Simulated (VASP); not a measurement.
Here is the system:

```xyz
8
Lattice="2.7681 0.0000 0.0000 0.0000 3.9147 0.0000 0.0000 0.0000 26.1680" Properties=species:S:1:pos:R:3 pbc="T T T"
Pd     0.0000     0.0000     8.3333
Pd     1.3841     1.9574     9.5779
Pd     0.0000     0.0000    11.0160
Pd     1.3841     1.9574    12.3931
Pd     0.0000     0.0000    13.7749
Pd     1.3841     1.9574    15.1520
Pd     0.0000     0.0000    16.5901
Pd     1.3841     1.9574    17.8347
```

These are r2SCAN meta-GGA, VASP's PBE PAW potentials (set 64) (plane waves; VASP 6.6.1) values and carry that method's errors. Settings: PREC = Normal, 400 eV cut-off, 10×7×1 Γ-centred mesh, first-order Methfessel-Paxton smearing of 0.10 eV, potentials Pd.

Problem. Predict the energy per atom (σ→0), band gap (on the k-mesh) with the smallest direct gap where there is one.

Solution. 
The band gap (on the k-mesh) is none (metal, semimetal or under 0.01 eV) and the energy per atom (σ→0) is -22.646 eV/atom.

Only differences to runs with the same potentials and settings are physical.

The cell is a thin slab with vacuum, built from Pd (fcc): (110) face.
